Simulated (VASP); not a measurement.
All values below come from PBEsol GGA, VASP's PBE PAW potentials (set 64) (plane waves; VASP).

VASP ran on this input.

POSCAR:
```
Be2Zn2Se4
5.3624520
  0.9999999590   0.0000000000   0.0000000000
  0.0000000000   0.9999999590   0.0000000000
  0.0000000000   0.0000000000   1.0128963165
Zn Se Be
2 4 2
Cartesian
  0.0000000000   0.9999999590   1.0128963165
  0.4999999795   0.4999999795   1.0128963165
  0.2499999898   0.2499999898   0.2793639252
  0.7499999693   0.7499999693   0.2793639252
  0.7499999693   0.2499999898   0.7335323912
  0.2499999898   0.7499999693   0.7335323912
  0.4999999795   0.0000000000   0.5064481582
  0.0000000000   0.4999999795   0.5064481582
```

**INCAR**
```
SYSTEM = Be2Zn2Se4
PREC = Accurate; ENCUT = 400; LREAL = F
LASPH = T
EDIFF = 1E-7; NELM = 100; ALGO = Normal
LMAXMIX = 4
ISMEAR = -5
GGA = PS
ISIF = 2
LWAVE = F; LCHARG = T; LORBIT = 11
NEDOS = 601
LEFG = T
```

### KPOINTS
```
Regular mesh
0
G
5 5 5
0 0 0
```

POTCAR, in this order: Zn Se Be (PBE.64 set). Program: vasp_std.

What VASP printed:

### OUTCAR
```
 ion  position               nearest neighbor table
   1  0.000  0.000  0.000-   3 2.42   4 2.42   5 2.42   6 2.42
   2  0.500  0.500  0.000-   3 2.42   4 2.42   5 2.42   6 2.42
   3  0.250  0.250  0.276-   7 2.25   8 2.25   1 2.42   2 2.42
   4  0.750  0.750  0.276-   7 2.25   8 2.25   1 2.42   2 2.42
   5  0.750  0.250  0.724-   7 2.25   8 2.25   1 2.42   2 2.42
   6  0.250  0.750  0.724-   7 2.25   8 2.25   1 2.42   2 2.42
   7  0.500  0.000  0.500-   3 2.25   4 2.25   5 2.25   6 2.25
   8  0.000  0.500  0.500-   3 2.25   4 2.25   5 2.25   6 2.25
  LATTYP: Found a simple tetragonal cell.
 ALAT       =     5.3624517803
 C/A-ratio  =     1.0128963580
 Subroutine PRICEL returns following result:
  LATTYP: Found a simple tetragonal cell.
 ALAT       =     3.7918260176
 C/A-ratio  =     1.4324517667
 Subroutine GETGRP returns: Found  8 space group operations
The static configuration has the point symmetry D_2d.
The dynamic configuration has the point symmetry D_2d.
 Subroutine INISYM returns: Found  8 space group operations
 Subroutine IBZKPT returns following result:
 Found     18 irreducible k-points:

 Following reciprocal coordinates:
            Coordinates               Weight
  0.000000  0.000000  0.000000      1.000000
  0.200000  0.000000  0.000000      4.000000
  0.400000  0.000000  0.000000      4.000000
  0.200000  0.200000  0.000000      4.000000
  0.400000  0.200000  0.000000      8.000000
  0.400000  0.400000  0.000000      4.000000
  0.000000  0.000000  0.200000      2.000000
  0.200000  0.000000  0.200000      8.000000
  0.400000  0.000000  0.200000      8.000000
  0.200000  0.200000  0.200000      8.000000
  0.400000  0.200000  0.200000     16.000000
  0.400000  0.400000  0.200000      8.000000
  0.000000  0.000000  0.400000      2.000000
  0.200000  0.000000  0.400000      8.000000
  0.400000  0.000000  0.400000      8.000000
  0.200000  0.200000  0.400000      8.000000
  0.400000  0.200000  0.400000     16.000000
  0.400000  0.400000  0.400000      8.000000
   k-points           NKPTS =     18   k-points in BZ     NKDIM =     18   number of bands    NBANDS=     31
   number of dos      NEDOS =    601   number of ions     NIONS =      8
   total plane-waves  NPLWV =  46656
   dimension x,y,z NGX =    36 NGY =   36 NGZ =   36
   dimension x,y,z NGXF=    72 NGYF=   72 NGZF=   72
   ions per type =               2   4   2
   PREC   = accura    normal or accurate (medium, high low for compatibility)
   ISTART =      0    job   : 0-new  1-cont  2-samecut
   ICHARG =      2    charge: 1-file 2-atom 10-const
   ISPIN  =      1    spin polarized calculation?
   LNONCOLLINEAR =      F non collinear calculations
   LSORBIT =      F    spin-orbit coupling
   INIWAV =      1    electr: 0-lowe 1-rand  2-diag
   ENCUT  =  400.0 eV  29.40 Ry    5.42 a.u.   8.74  8.74  8.86*2*pi/ulx,y,z
   NELM   =    100;   NELMIN=  2; NELMDL= -5     # of ELM steps
   EDIFF  = 0.1E-06   stopping-criterion for ELM
   LREAL  =      F    real-space projection
   NLSPLINE    = F    spline interpolate recip. space projectors
   LMAXMIX     =    4 max onsite mixed and CHGCAR
   VOSKOWN=      0    Vosko Wilk Nusair interpolation
   EDIFFG = 0.1E-05   stopping-criterion for IOM
   NSW    =      0    number of steps for IOM
   NBLOCK =      1;   KBLOCK =      1    inner block; outer block
   IBRION =     -1    ionic relax: 0-MD 1-quasi-New 2-CG
   NFREE  =      0    steps in history (QN), initial steepest desc. (CG)
   ISIF   =      2    stress and relaxation
   ISYM   =      2    0-nonsym 1-usesym 2-fastsym
   TEIN   =    0.0    initial temperature
   TEBEG  =    0.0;   TEEND  =   0.0 temperature during run
   SMASS  =  -3.00    Nose mass-parameter (am)
   PSTRESS=    0.0 pullay stress
   NELECT =      52.0000    total number of electrons
...
```

### OSZICAR
```
       N       E                     dE             d eps       ncg     rms          rms(c)
DAV:   1     0.320215361888E+03    0.32022E+03   -0.19883E+04  1116   0.142E+03
DAV:   2     0.211261908605E+01   -0.31810E+03   -0.31031E+03  1245   0.324E+02
DAV:   3    -0.324697097340E+02   -0.34582E+02   -0.34435E+02  1354   0.114E+02
DAV:   4    -0.333188357021E+02   -0.84913E+00   -0.84793E+00  1313   0.187E+01
DAV:   5    -0.333319295298E+02   -0.13094E-01   -0.13091E-01  1356   0.225E+00    0.870E+00
DAV:   6    -0.322909889306E+02    0.10409E+01   -0.28215E+00  1539   0.510E+01    0.656E+00
DAV:   7    -0.322521007414E+02    0.38888E-01   -0.21037E+00  1312   0.748E+00    0.273E+00
DAV:   8    -0.322419346320E+02    0.10166E-01   -0.95715E-02  1464   0.459E+00    0.987E-01
DAV:   9    -0.322413061153E+02    0.62852E-03   -0.22358E-02  1491   0.272E+00    0.137E-01
DAV:  10    -0.322411553591E+02    0.15076E-03   -0.26815E-03  1481   0.712E-01    0.792E-02
DAV:  11    -0.322413396895E+02   -0.18433E-03   -0.99279E-04  1564   0.312E-01    0.287E-02
DAV:  12    -0.322412952848E+02    0.44405E-04   -0.38909E-04  1532   0.315E-01    0.150E-02
DAV:  13    -0.322413014717E+02   -0.61868E-05   -0.42876E-05  1333   0.376E-02    0.389E-03
DAV:  14    -0.322413012966E+02    0.17508E-06   -0.15598E-06  1340   0.719E-03    0.215E-03
DAV:  15    -0.322413014072E+02   -0.11063E-06   -0.51616E-07  1419   0.697E-03    0.621E-04
DAV:  16    -0.322413013861E+02    0.21054E-07   -0.26715E-08   852   0.200E-03
   1 F= -.32241301E+02 E0= -.32241301E+02  d E =0.000000E+00
```

OUTCAR:
```
------------------------ aborting loop because EDIFF is reached ----------------------------------------
  FORCE on cell =-STRESS in cart. coord.  units (eV):
  Direction    XX          YY          ZZ          XY          YZ          ZX
  --------------------------------------------------------------------------------------
  Total        0.0148854      0.0148854      0.0778871      0.0000000     -0.0000000      0.0000000
  in kB        0.1526921      0.1526921      0.7989528      0.0000000     -0.0000000      0.0000000
  external PRESSURE =       0.3681124 kB  Pullay stress =       0.0000000 kB
  volume of cell :      156.19
      direct lattice vectors                 reciprocal lattice vectors
     5.362451780  0.000000000  0.000000000     0.186481863  0.000000000  0.000000000
     0.000000000  5.362451780  0.000000000     0.000000000  0.186481863  0.000000000
     0.000000000  0.000000000  5.431607878     0.000000000  0.000000000  0.184107547
 POSITION                                       TOTAL-FORCE (eV/Angst)
 -----------------------------------------------------------------------------------
      0.00000      0.00000      0.00000         0.000000      0.000000      0.000000
      2.68123      2.68123      0.00000         0.000000     -0.000000     -0.000000
      1.34061      1.34061      1.49808         0.000000     -0.000000      0.005255
      4.02184      4.02184      1.49808         0.000000     -0.000000      0.005255
      4.02184      1.34061      3.93353        -0.000000     -0.000000     -0.005255
      1.34061      4.02184      3.93353        -0.000000      0.000000     -0.005255
      2.68123      0.00000      2.71580        -0.000000     -0.000000      0.000000
      0.00000      2.68123      2.71580        -0.000000     -0.000000     -0.000000
 -----------------------------------------------------------------------------------
    total drift:                                0.000000      0.000000      0.000000
  FREE ENERGIE OF THE ION-ELECTRON SYSTEM (eV)
  ---------------------------------------------------
  free  energy   TOTEN  =       -32.2413013861 eV

  energy  without entropy=      -32.2413013861  energy(sigma->0) =      -32.24130139

 total charge

# of ion       s       p       d       tot
------------------------------------------
    1        0.552   0.496   9.786  10.833
    2        0.552   0.496   9.786  10.833
    3        1.431   2.467   0.032   3.931
    4        1.431   2.467   0.032   3.931
    5        1.431   2.467   0.032   3.931
    6        1.431   2.467   0.032   3.931
    7        0.367   0.568   0.000   0.935
    8        0.367   0.568   0.000   0.935
--------------------------------------------------
tot          7.561  11.996  19.701  39.259

 Electric field gradients after diagonalization (V/A^2)
 (convention: |V_zz| > |V_xx| > |V_yy|)
----------------------------------------------------------------------
 ion       V_xx      V_yy      V_zz     asymmetry (V_yy - V_xx)/ V_zz
----------------------------------------------------------------------
   1       8.661     8.661   -17.322       0.000
   2       8.661     8.661   -17.322       0.000
   3      10.818     6.939   -17.757       0.218
   4      10.818     6.939   -17.757       0.218
   5      10.818     6.939   -17.757       0.218
   6      10.818     6.939   -17.757       0.218
   7      -0.617    -0.617     1.234       0.000
   8      -0.617    -0.617     1.234       0.000
```
(Selected blocks of OUTCAR.)

OUTCAR:
```
 val. band max:        2.5407506538   @ k =   0.0000   0.0000   0.0000

 cond. band min:       4.9045939337   @ k =   0.0000   0.0000   0.0000


 Fermi energy:         2.5611189286

 k-point     1 :       0.0000    0.0000    0.0000
  band No.  band energies     occupation
      1     -11.2011      2.00000
      2      -9.7479      2.00000
      3      -9.7479      2.00000
      4      -9.7227      2.00000
      5      -4.0710      2.00000
      6      -3.9975      2.00000
      7      -3.9975      2.00000
      8      -3.9747      2.00000
      9      -3.9433      2.00000
     10      -3.8786      2.00000
     11      -3.8120      2.00000
     12      -3.7586      2.00000
     13      -3.7586      2.00000
     14      -3.7080      2.00000
     15      -2.5996      2.00000
     16      -2.5587      2.00000
     17      -2.2996      2.00000
     18      -0.3267      2.00000
     19      -0.1644      2.00000
     20      -0.1644      2.00000
     21       0.0089      2.00000
     22       0.0089      2.00000
     23       0.2411      2.00000
     24       2.2089      2.00000
     25       2.5408      2.00000
     26       2.5408      2.00000
     27       4.9046      0.00000
     28       5.0803      0.00000
     29       5.0803      0.00000
     30       5.1600      0.00000
     31       5.3367      0.00000

 k-point     2 :       0.2000    0.0000    0.0000
  band No.  band energies     occupation
      1     -11.0888      2.00000
      2      -9.9235      2.00000
      3      -9.7396      2.00000
      4      -9.7192      2.00000
      5      -4.0520      2.00000
      6      -4.0445      2.00000
      7      -3.9953      2.00000
      8      -3.9875      2.00000
      9      -3.8971      2.00000
     10      -3.8499      2.00000
     11      -3.8418      2.00000
     12      -3.7444      2.00000
     13      -3.7248      2.00000
     14      -3.7244      2.00000
     15      -2.5230      2.00000
     16      -2.4100      2.00000
     17      -2.0187      2.00000
...
```

The structure was generated: Be2Zn2Se4 was put into an ordered model structure (P-4m2), which need not be its known phase. It was relaxed first.
